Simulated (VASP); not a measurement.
Consider the following.

```xyz
3
Lattice="1.8605 -3.2226 0.0000 1.8605 3.2226 0.0000 0.0000 0.0000 7.1052" Properties=species:S:1:pos:R:3 pbc="T T T"
Zr     0.0000     0.0000     7.1052
S      1.8605     1.0742     1.4646
S      1.8605    -1.0742     5.6405
```

All values below come from TPSS meta-GGA, VASP's PBE PAW potentials (set 64) (plane waves; VASP). Run with 520 eV cut-off, 7×7×3 Γ-centred mesh, Gaussian smearing of 0.050 eV, potentials Zr_sv S.

Without a dispersion term in the relaxation, distances and binding between the weakly bound layers, chains or molecules are unreliable, and so is what depends on them.

Problem. The ions and cell shape at fixed volume are relaxed. Give the cell that the relaxation ends in.

Solution. 
```xyz
3
Lattice="1.8399 -3.1868 0.0000 1.8399 3.1868 0.0000 0.0000 0.0000 7.2654" Properties=species:S:1:pos:R:3 pbc="T T T"
Zr     3.6798     0.0000     0.0000
S      1.8399     1.0623     1.4527
S      1.8399    -1.0623     5.8128
```
Space group P-3m1 (164), at a tolerance of 0.03 Å.

Problem. How much energy does the relaxation gain?

Solution. The energy (σ→0) changes by -6.5 meV/atom, in 7 ionic steps.

```
step  E(σ→0) (eV)  max force (eV/Å)  pressure (GPa)  volume (Å³)
----  -----------  ----------------  --------------  -----------
1        -40.5207             0.341           -2.18        85.20
2        -40.5309             0.190           -1.44        85.20
3        -40.5371             0.042           -0.29        85.20
4        -40.5397             0.009           -0.11        85.20
5        -40.5402             0.015            0.01        85.20
6        -40.5402             0.014            0.00        85.20
7        -40.5403             0.004            0.05        85.20
```

The compound is ZrS2 in the 1T layered structure. This cell is one point of a volume scan, at 1.03 of the reference volume. Symmetry was kept, so distortions that lower it aren't found.
